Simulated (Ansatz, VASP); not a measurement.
## RbZn: VASP beside Ansatz

File INCAR:

```
  ALGO = Normal
  EDIFF = 1E-6
  EDIFFG = -0.04
  ENCUT = 600
  GGA = PE
  IBRION = 2
  ISIF = 3
  ISMEAR = 0
  LASPH = True
  LCHARG = False
  LREAL = False
  LWAVE = False
  NELM = 100
  NSW = 90
  PREC = Accurate
  SIGMA = 0.1
```

Contents of KPOINTS:

```
k-points
0
Gamma
  6 6 4
```

Contents of POSCAR:

```
RbZn
1.0
    3.5306149778      0.0000000000      0.0000000000
    0.0000000000      3.5306149778      0.0000000000
    0.0000000000      0.0000000000      4.6276274887
Rb Zn
1 1
Direct
    0.5000000000      0.5000000000      0.5000000000
    0.0000000000      0.0000000000      0.0000000000
```

Input for Ansatz:

```yaml
crystal:
  lattice:
    - [3.5306149778, 0.0, 0.0]
    - [0.0, 3.5306149778, 0.0]
    - [0.0, 0.0, 4.6276274887]
  atoms:
    - { symbol: Rb, position: [0.5, 0.5, 0.5] }
    - { symbol: Zn, position: [0.0, 0.0, 0.0] }
basis:
  ecutwfc: 420
kpoints:
  mp_grid: { grid: [6, 6, 4] }
hamiltonian:
  xc: pbe
scf:
  occupations: { method: gaussian, width: 0.1 }
  lower_state_search: "off"
output:
  forces: true
  stress: true
  eigenvalues: true
relax:
  adjacent_minimum: "off"
  f_tol: 0.04
  max_steps: 70
  cell: { stress_tol: 0.4 }
```

Alike in both runs: task relaxation of cell and atoms; functional PBE; k mesh 6 × 6 × 4; occupations gaussian, width 0.1 eV; no spin polarisation.

```csv
,VASP,Ansatz
version,VASP 6.6.1,Ansatz 0.2.0
potentials or method,"VASP PAW PBE potentials, release 64 (Rb_sv, Zn)","scalar-relativistic, plane waves, PAW"
plane-wave cutoff (eV),600,420
valence electrons in the cell,21,21
```

```tsv
	VASP	Ansatz	Ansatz less VASP
gap on the k mesh at the Fermi level, each at its own relaxed structure (eV)	none	none	-
relaxed volume (Å³/atom)	42.57	42.18	-0.392
relaxed cell length with the largest relative difference (Å)	4.091	4.034	-0.0568
energy change over the relaxation (meV/atom)	-227	-228	-1.7
```

A gap of «none» marks a metal or a gap that the smearing closes.

Caveats: the volume moved by over 15 % at a fixed basis, so the end points are rough (VASP).
